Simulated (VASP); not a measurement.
An input for Ansatz (written as the equivalent of a VASP run, and not itself run):

Ansatz 0.2 input:
```yaml
crystal:
  lattice:
    - [-1.9098636, 1.9098636, 4.8970468]
    - [1.9098636, -1.9098636, 4.8970468]
    - [1.9098636, 1.9098636, -4.8970468]
  atoms:
    - { symbol: Ti, position: [0.7500000, 0.2500000, 0.5000000] }
    - { symbol: Ti, position: [0.0000000, 0.0000000, 0.0000000] }
    - { symbol: O, position: [0.5441933, 0.0441933, 0.5000000] }
    - { symbol: O, position: [0.7941933, 0.7941933, 0.0000000] }
    - { symbol: O, position: [0.2058067, 0.2058067, 0.0000000] }
    - { symbol: O, position: [0.9558067, 0.4558067, 0.5000000] }
kpoints:
  mp_grid: { grid: [9, 9, 9] }
hamiltonian:
  xc: revpbe
  pseudopotentials: { kind: paw }
scf:
  occupations: { method: tetrahedron }
  max_iter: 100
output: { forces: true, stress: true, eigenvalues: true }
```

Question: Translate this input to VASP (INCAR, KPOINTS, POSCAR, choice of POTCAR).

Answer: One answer among several that fit: 
### INCAR
```
# general
SYSTEM =TiO2
PREC   =Accurate
ENCUT  =520   # plane-wave cut-off (eV)
LREAL  =.FALSE.
LASPH  =.TRUE.

# electronic loop
EDIFF  =1E-7   # SCF stop (eV)
NELM   =100
ALGO   =Normal   # blocked Davidson
LMAXMIX=4

# smearing
ISMEAR =-5   # tetrahedra, Bloechl

# functional
GGA    =RE

# ions
ISIF   =2   # forces and stress, cell fixed

# output
LWAVE  =.FALSE.
LCHARG =.TRUE.
LORBIT =11
NEDOS  =601   # DOS grid

# other
LEFG   =.TRUE.
```

### KPOINTS
```
Automatic mesh
0
Gamma
9 9 9
0 0 0
```

### POSCAR
```
TiO2
1
   -1.9098635525     1.9098635525     4.8970467648
    1.9098635525    -1.9098635525     4.8970467648
    1.9098635525     1.9098635525    -4.8970467648
Ti O
2 4
Direct
  0.7500000000   0.2500000000   0.5000000000
  0.0000000000   0.0000000000   0.0000000000
  0.5441932601   0.0441932601   0.5000000000
  0.7941932601   0.7941932601   0.0000000000
  0.2058067399   0.2058067399   0.0000000000
  0.9558067399   0.4558067399   0.5000000000
```

POTCAR, in this order: Ti_sv O (PBE.64 set). Program: vasp_std.

Limits of the translation: each code has its own PAW files, so the cut-off isn't converted (ENCUT is set for VASP's; basis.ecutwfc is left out, and Ansatz then takes the one that its files recommend); Ansatz stops its SCF on the density residual and VASP on the energy change (EDIFF); the field gradients of LEFG aren't asked of the other code.

The compound is TiO2 in the anatase structure, one of several forms; rutile is the usual stable one. It was relaxed first.
